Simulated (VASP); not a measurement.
A convergence study with VASP on Rh (fcc): one setting is varied, all else stays as given below, so the limit is that of these other settings.

```
Rh
1.0
    0.00000     1.90000     1.90000
    1.90000     0.00000     1.90000
    1.90000     1.90000     0.00000
Rh
1
Cartesian
  0.00000   0.00000   0.00000
```

Level of theory: PBEsol GGA, VASP's PBE PAW potentials (set 64) (plane waves; VASP). The tightest run used: 550 eV cut-off, 22×22×22 Monkhorst-Pack mesh, first-order Methfessel-Paxton smearing of 0.10 eV, potentials Rh_pv.

Problem. The settings run are 1×1×1 mesh; 2×2×2 mesh; 3×3×3 mesh; 4×4×4 mesh; 5×5×5 mesh; 6×6×6 mesh; 7×7×7 mesh; 8×8×8 mesh; 9×9×9 mesh; 10×10×10 mesh; 11×11×11 mesh; 12×12×12 mesh; 13×13×13 mesh; 14×14×14 mesh; 15×15×15 mesh; 16×16×16 mesh; 17×17×17 mesh; 18×18×18 mesh; 19×19×19 mesh; 20×20×20 mesh; 21×21×21 mesh; 22×22×22 mesh. From which on does the energy per atom stay within 0.01 eV/atom of the tightest run?

Solution. From 12×12×12 mesh on: it is off by 0.0000 there and by no more than 0.01 in any finer run, while 11×11×11 mesh is off by 0.0125.
| setting | E (eV/atom) | pressure (GPa) | irreducible k-points | difference judged (eV/atom) |
|---|---|---|---|---|
| 1×1×1 mesh | -13.0414 | 32.64 | 1 | 4.9067 |
| 2×2×2 mesh | -8.7416 | -14.30 | 2 | 0.6069 |
| 3×3×3 mesh | -6.7053 | 19.21 | 4 | 1.4294 |
| 4×4×4 mesh | -8.1047 | -4.19 | 10 | 0.0300 |
| 5×5×5 mesh | -7.9814 | -2.12 | 10 | 0.1533 |
| 6×6×6 mesh | -8.1337 | -4.98 | 28 | 0.0010 |
| 7×7×7 mesh | -8.1978 | -6.25 | 20 | 0.0631 |
| 8×8×8 mesh | -8.1322 | -4.59 | 60 | 0.0025 |
| 9×9×9 mesh | -8.1287 | -4.71 | 35 | 0.0060 |
| 10×10×10 mesh | -8.1367 | -4.76 | 110 | 0.0020 |
| 11×11×11 mesh | -8.1222 | -4.32 | 56 | 0.0125 |
| 12×12×12 mesh | -8.1347 | -4.77 | 182 | 0.0000 |
| 13×13×13 mesh | -8.1354 | -4.68 | 84 | 0.0007 |
| 14×14×14 mesh | -8.1352 | -4.77 | 280 | 0.0005 |
| 15×15×15 mesh | -8.1350 | -4.79 | 120 | 0.0003 |
| 16×16×16 mesh | -8.1340 | -4.73 | 408 | 0.0007 |
| 17×17×17 mesh | -8.1376 | -4.78 | 165 | 0.0028 |
| 18×18×18 mesh | -8.1357 | -4.78 | 570 | 0.0010 |
| 19×19×19 mesh | -8.1345 | -4.75 | 220 | 0.0002 |
| 20×20×20 mesh | -8.1348 | -4.76 | 770 | 0.0001 |
| 21×21×21 mesh | -8.1354 | -4.80 | 286 | 0.0007 |
| 22×22×22 mesh | -8.1347 | -4.75 | 1012 | 0.0000 |

Left out are rungs that failed or repeat a setting and relaxations that didn't move; long series are thinned to 24 rows.

The compound is Rh in the fcc structure. The cell was not relaxed at this level.
